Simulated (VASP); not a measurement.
Set up this calculation in VASP 6.6.1, as the native input.

```yaml
Task: single point
Functional: PBE
Potentials_or_basis: VASP PAW PBE potentials, release 64 (Ga_d, Ge_d)
Cutoff: 520 eV
k_mesh: 4 × 4 × 4
Occupations: fermi-dirac, width 0.1 eV
Spin: no spin polarisation
Dipole_correction: no
Further_INCAR_settings: ALGO = Normal; EDIFF = 1e-06; NBANDS = 36
```

The structure of GaGe3 lies in POSCAR:

```
GaGe3
1.0
    4.2784660000      0.0000000000      0.0000000000
    0.0000000000      4.2784660000      0.0000000000
    0.0000000000      0.0000000000      4.2784660000
Ga Ge
1 3
Direct
    0.0000000000      0.0000000000      0.0000000000
    0.0000000000      0.5000000000      0.5000000000
    0.5000000000      0.0000000000      0.5000000000
    0.5000000000      0.5000000000      0.0000000000
```

The cell comes from a database or a generator and needn't be the stable form of this composition.

These files were run (other wordings do the same):

INCAR

```
PREC = Accurate
ENCUT = 520
EDIFF = 1E-6
ISMEAR = -1
SIGMA = 0.1
LREAL = F
LASPH = T
NELM = 100
ALGO = Normal
ISIF = 2
LWAVE = F
LCHARG = T
GGA = PE
LELF = T
LVHAR = T
NBANDS = 36
```

KPOINTS

```
regular mesh
0
Gamma
  4 4 4
```

Potentials or basis: VASP PAW PBE potentials, release 64 (Ga_d, Ge_d).

Launch:

```sh
$ cat potpaw_PBE.64/Ga_d/POTCAR potpaw_PBE.64/Ge_d/POTCAR > POTCAR
$ mpirun -np 1 vasp_std > vasp.out
```

It gave:

| Item | Value |
| --- | --- |
| Pressure | -0.4 GPa |
| Band gap on the k mesh | none (metal or under the smearing width) |

Caveat: the k mesh is coarse (spacing up to 0.37 Å⁻¹), so the values aren't converged.

It took 13 s on 1 thread of Intel(R) Xeon(R) Platinum 8488C (Sapphire Rapids), with other jobs on the host, peak memory 0.17 GiB.
